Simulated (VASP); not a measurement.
Input:

```
CELL_PARAMETERS angstrom
      4.11936     0.00000     0.00000
     -2.05968     3.56747     0.00000
      0.00000     0.00000     2.47586
ATOMIC_POSITIONS crystal
  Co 0.00000 0.00000 0.00000
  Si 0.33333 0.66667 0.50000
  Si 0.66667 0.33333 0.50000
```

These are PBEsol GGA, VASP's PBE PAW potentials (set 64) (plane waves; VASP) values and carry that method's errors. Run with 400 eV cut-off, 10×10×14 Γ-centred mesh, tetrahedra with Blöchl corrections, potentials Co Si.

The cores are frozen, which limits the accuracy of field gradients.

### Question
Give the principal components of the electric field gradient (V/Å²) and the asymmetry η at each nucleus.

### Answer

| atom | Vxx | Vyy | Vzz | η |
|---|---|---|---|---|
| Co1 | 13.8 | 13.8 | -27.6 | 0.00 |
| Si2 | -4.7 | -4.7 | 9.3 | 0.00 |
| Si3 | -4.7 | -4.7 | 9.3 | 0.00 |

The structure was generated: CoSi2 was put into the AlB2 type (P6/mmm), which need not be its known phase. It was relaxed first, which changed the volume by -51 %. The run is not spin-polarised, so no magnetic state was tried.
